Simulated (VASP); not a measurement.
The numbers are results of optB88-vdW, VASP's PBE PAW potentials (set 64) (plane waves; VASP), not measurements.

VASP ran on this input.

**POSCAR**
```
Zn
1
    1.3300000000    -2.3036280000     0.0000000000
    1.3300000000     2.3036280000     0.0000000000
    0.0000000000     0.0000000000     4.9500000000
Zn
2
Direct
  0.3333330000   0.6666670000   0.2500000000
  0.6666670000   0.3333330000   0.7500000000
```

**INCAR**
```
# general
SYSTEM  =Zn
PREC    =Accurate
ENCUT   =520
LREAL   =F
LASPH   =T

# electronic loop
EDIFF   =1E-6   # SCF stop (eV)
NELM    =100
ALGO    =Normal   # blocked Davidson
LMAXMIX =4   # l cut-off of mixed one-centre charges

# smearing
ISMEAR  =1   # Methfessel-Paxton
SIGMA   =0.1

# functional
GGA     =BO
LUSE_VDW=T
AGGAC   =0.0
PARAM1  =0.1833333333
PARAM2  =0.22

# ions
IBRION  =2
NSW     =60
ISIF    =3   # ions, shape and volume
EDIFFG  =-0.01   # ionic stop

# output
LWAVE   =F
LCHARG  =F
```

File KPOINTS:
```
Automatic mesh
0
Gamma
14 14 7
0 0 0
```

POTCAR, in this order: Zn (PBE.64 set). Program: vasp_std.

Question: What will the output report for the number of irreducible k-points (NKPTS), largest plane-wave count, number of space-group operations, FFT grid (NGX, NGY, NGZ)?

Answer: 
The number of irreducible k-points (NKPTS) comes out as 96 and the largest plane-wave count comes out as 841. The number of space-group operations is 24 and the FFT grid (NGX, NGY, NGZ) is 20 × 20 × 40.

The compound is Zn in the hcp structure. This run relaxes it. Symmetry was kept, so distortions that lower it aren't found.
